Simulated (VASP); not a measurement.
Here is the system:

```
Sm2S3
1.0
    1.93878     1.11935     8.99998
   -1.93878     1.11935     8.99998
    0.00000    -2.23871     8.99998
Sm S
2 3
Direct
  0.39900   0.39900   0.39900
  0.60100   0.60100   0.60100
  0.00000   0.00000   0.00000
  0.20800   0.20800   0.20800
  0.79200   0.79200   0.79200
```
Cell charge +0.1.

Level of theory: PBE GGA, VASP's PBE PAW potentials (set 64) (plane waves; VASP). Numerical set-up: NELECT = 39.9, 400 eV cut-off, 6×6×6 Γ-centred mesh, Gaussian smearing of 0.050 eV, potentials Sm_3 S.

The 4f electrons are frozen in the core of the lanthanide potential, so 4f levels, which can set the real gap, and their magnetism are missing. The cell is charged, with a uniform compensating background.

What does the run give for the energy per atom (σ→0), pressure, largest force, band gap (on the k-mesh) with the smallest direct gap where there is one?

band gap (on the k-mesh): none (metal, semimetal or under 0.01 eV)
energy per atom (σ→0): -6147 meV/atom
pressure: 2.79 GPa
largest force: 2.055 eV/Å

Total energies compare only between runs with the same potentials, cut-off and functional.

The structure was generated: Sm2S3 was put into the Bi2Te3 type (R-3m), which need not be its known phase. The cell was not relaxed at this level. The k-mesh is coarse (spacing up to 0.31 per Å, 2π included), so the numbers may not be converged in it. The run is one of a series of settings (NELECT = 39.9 against the base run), some of them coarse on purpose.
